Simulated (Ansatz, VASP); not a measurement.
# C (Diamond) in two plane-wave programs, part 3 of 3

One calculation is typed for both programs; each brings its own data sets. How far apart do they land? The cell is taken from a series of runs on this material, whose earlier steps may have relaxed, scaled, displaced or heated it; both programs get it as it stands.

VASP 6.6.1 and Ansatz 0.2.0.

So far: VASP: zone-centre phonons, LDA, pair 1; Ansatz: zone-centre phonons, LDA, pair 1; Differences; VASP: zone-centre phonons, LDA, pair 2; Ansatz: zone-centre phonons, LDA, pair 2; Comparison.

### Step 8. VASP: zone-centre phonons, LDA, pair 3

Level of this step: LDA; plane waves and PAW (C) (VASP).

Second derivatives magnify differences that forces hide, and they need a tight electronic threshold. The cell compared in this pair holds 11.27 Å³, against 11.18 Å³ for the pair before.

File INCAR:

```
SYSTEM = C
PREC = Accurate
ENCUT = 600
EDIFF = 1E-08
NELM = 120
ISMEAR = 0
SIGMA = 0.01
LREAL = .FALSE.
ALGO = Normal
GGA = CA
NBANDS = 10
LORBIT = 11
LWAVE = .FALSE.
LCHARG = .FALSE.
ISIF = 2
IBRION = 8
LEPSILON = .TRUE.
LASPH = .TRUE.
GGA_COMPAT = .FALSE.
EFERMI = MIDGAP
KPAR = 2
```

File POSCAR:

```
C
1.0
    0.0000000000      1.7603466686      1.8187052841
    1.7603466686      0.0000000000      1.8187052841
    1.7603466686      1.7603466686      0.0000000000
C
2
Direct
    0.5000000000      0.5000000000      0.5000000000
    0.7500000000      0.7500000000      0.7500000000
```

File KPOINTS:

```
Automatic mesh
0
Gamma
12 12 12
0 0 0
```

The projector-augmented-wave data sets are C (LDA family, release 64).

Command:

```
mpirun -np 2 vasp_std
```

Numbers of over 12 decimals in the logs are rounded to 6 here.

The program printed:

```text
[... set-up lines as in an earlier step ...]
 entering main loop
       N       E                     dE             d eps       ncg     rms          rms(c)
DAV:   1     0.479752887430E+00    0.47975E+00   -0.52196E+03  3380   0.861E+02
DAV:   2    -0.206453292322E+02   -0.21125E+02   -0.20404E+02  4402   0.136E+02
DAV:   3    -0.210340339248E+02   -0.38870E+00   -0.38778E+00  3828   0.151E+01
DAV:   4    -0.210349234637E+02   -0.88954E-03   -0.88949E-03  3566   0.835E-01
[...]
DAV:  10    -0.202223843171E+02   -0.14597E-05   -0.17539E-06  3558   0.119E-02    0.439E-03
DAV:  11    -0.202223842533E+02    0.63869E-07   -0.58702E-08  3694   0.200E-03    0.766E-04
DAV:  12    -0.202223842445E+02    0.87823E-08   -0.14925E-09  1958   0.385E-04
   1 F= -.20222384E+02 E0= -.20222384E+02  d E =0.000000E+00
 Linear response reoptimize wavefunctions to high precision
DAV:   1    -0.202223842427E+02    0.17695E-08   -0.94895E-11  2136   0.104E-04
DAV:   2    -0.202223842427E+02   -0.22965E-10   -0.37605E-12  1712   0.220E-05
 Linear response G [H, r] |phi>, progress :
  Direction:   1
[...]
RMM:  10    -0.110912777705E+00    0.23034E-08   -0.67276E-09 13297   0.341E-05    0.138E-07
 first order change of Fermi-energy  -0.26415E-05
 force on displaced ion       1 direction 1 : -37.409  -0.000  -0.000
 Born effective charge ion    1 direction 1 :   0.000   0.000   0.000
 Linear response progress:
  Degree of freedom:   2/  2
       N       E                     dE             d eps       ncg     rms          rms(c)
RMM:   1    -0.118557237804E+00   -0.11856E+00   -0.82844E-03 13256   0.208E+00
RMM:   2    -0.110141398781E+00    0.84158E-02   -0.28254E-03  8523   0.400E-01    0.187E-01
RMM:   3    -0.110250822334E+00   -0.10942E-03   -0.19768E-04  8452   0.111E-01    0.102E-01
RMM:   4    -0.111021007899E+00   -0.77019E-03   -0.22694E-04  8370   0.114E-01    0.132E-02
[...]
RMM:   8    -0.110971327351E+00   -0.67952E-07   -0.34717E-09  9329   0.709E-05    0.972E-06
RMM:   9    -0.110971201451E+00    0.12590E-06   -0.75691E-09  9660   0.475E-05    0.139E-06
RMM:  10    -0.110971202241E+00   -0.79061E-09   -0.16181E-08  7802   0.360E-05    0.291E-07
 first order change of Fermi-energy  -0.77441E+01
 force on displaced ion       1 direction 3 :  -0.000  -0.000 -36.162
 Born effective charge ion    1 direction 3 :   0.000   0.000  -0.000
 Born effective charges drift removed
 Linear response finished
```

OUTCAR, selected parts (step 8):

```text
  Total        0.0592985      0.0592985     -2.1501156      0.0000000      0.0000000     -0.0000000
  in kB        8.4287912      8.4287912   -305.6213323      0.0000000      0.0000000     -0.0000000
  external PRESSURE =     -96.2545833 kB  Pullay stress =       0.0000000 kB

 POSITION                                       TOTAL-FORCE (eV/Angst)
 -----------------------------------------------------------------------------------
      1.76035      1.76035      1.81871         0.000000      0.000000      0.000000
      2.64052      2.64052      2.72806        -0.000000     -0.000000     -0.000000
 -----------------------------------------------------------------------------------
    total drift:                                0.000000     -0.000000      0.000000

 MACROSCOPIC STATIC DIELECTRIC TENSOR (including local field effects in DFT)
 ------------------------------------------------------
           5.683527     0.000000     0.000000
           0.000000     5.683527     0.000000
           0.000000     0.000000     6.052020
 ------------------------------------------------------

[... 2 parts as in an earlier step ...]

[... 1 further part left out ...]
```

### Step 9. Ansatz: zone-centre phonons, LDA, pair 3

The same cell, functional (in two slightly different forms) and mesh now go to Ansatz, which takes its cutoff from its data sets.

The cell is taken from a series of runs on this material, whose earlier steps may have relaxed, scaled, displaced or heated it; both programs get it as it stands.

File input.yaml:

```yaml
crystal:
  lattice:
    - [0.0, 1.7603466686, 1.8187052841]
    - [1.7603466686, 0.0, 1.8187052841]
    - [1.7603466686, 1.7603466686, 0.0]
  atoms:
    - { symbol: C, position: [0.5, 0.5, 0.5] }
    - { symbol: C, position: [0.75, 0.75, 0.75] }
kpoints:
  mp_grid: { grid: [12, 12, 12] }
hamiltonian:
  xc: lda
  pseudopotentials: { kind: paw, azcp: { folder: soft_1 }, xc_functional: pbe }
scf:
  occupations: { method: fixed }
output:
  eigenvalues: true
phonons:
  method: dfpt
  dielectric: true
  rigid_motions: translations
```

Command:

```
ansatz run input.yaml --threads 4 --pin off --max-ram 10240MiB --backend cpu --events-out ev --progress --plain --runs-dir out
```

The program printed:

```text
[...]
Crystal: 2 atoms, lattice volume = 11.272 Å³
Basis set: ecut = 420 eV, 215 PW (Γ), exchange–correlation on 40×40×40 points (8 copies of the dense FFT grid, shifted against one another)
Bands: 8, of which v1, the nominal top of the filled ones, is band 4 counted from 1 (3 counted from 0)
Symmetry: 16 space group operations
k-points: 868 of 1728 (irreducible under 1 space group operation, time reversal used)
[...]
optical modes at Γ + LO–TO along q̂ = [1.0000, 0.0000, 0.0000]:
      ω (cm⁻¹)  modes    IR ((D/Å)²/amu)
[...]
optical modes at Γ + LO–TO along q̂ = [0.0000, 1.0000, 0.0000]:
      ω (cm⁻¹)  modes    IR ((D/Å)²/amu)
       1274.28      1             0.0000
       1297.06      2             0.0000
  optical modes at Γ + LO–TO along q̂ = [0.0000, 0.0000, 1.0000]:
      ω (cm⁻¹)  modes    IR ((D/Å)²/amu)
       1274.28      1             0.0000
       1297.06      2             0.0000
[key lines of the parts left out:]
SCF converged after 8 iterations
Free energy (F): -485.957960 eV
Fermi energy:    13.381310 eV
```

### Step 10. Side by side

The two programs side by side:

```csv
quantity,Ansatz,VASP,difference
ε∞ xx,5.69,5.68,+0.03 %
ε∞ yy,5.69,5.68,+0.03 %
ε∞ zz,6.05,6.05,+0.04 %
Born charge of C1 (mean of the diagonal) (e),0.00,0.00,0.00
optical mode 1 (cm⁻¹),1274.3,1279.6,-0.42 %
optical mode 2 to 3 (cm⁻¹),1297.1,1301.5,-0.34 %
```

Modes are paired by rising frequency, not by their patterns, so a pair may set unlike modes beside each other; they are those without the splitting of longitudinal modes.

### Step 11. Results

```
r.m.s. difference of the optical zone-centre modes, each program's sorted by frequency (zone-centre phonons, LDA, pair 1) : 4.6 cm⁻¹
r.m.s. difference of the optical zone-centre modes, each program's sorted by frequency (zone-centre phonons, LDA, pair 2) : 4.7 cm⁻¹
r.m.s. difference of the optical zone-centre modes, each program's sorted by frequency (zone-centre phonons, LDA, pair 3) : 4.8 cm⁻¹
```

The r.m.s. difference of the optical zone-centre modes, each program's sorted by frequency is 4.6 cm⁻¹ (zone-centre phonons, LDA, pair 1). Such differences can come from data sets, numerical settings and the points named under the comparisons, not from the functional's error against experiment.

[Lines on the potential files, build, host, timing and source positions are cut from VASP's logs without a mark.]

[Logs are printed without paths, hosts, clocks, repeated set-up lines and the standing remarks that a program may print on its own settings, such as how far it seeks lower states.]

[Hosts, paths, dates, database ids (printed as entryN), source tags and the programs' standing remarks are cut or masked in the printed files.]
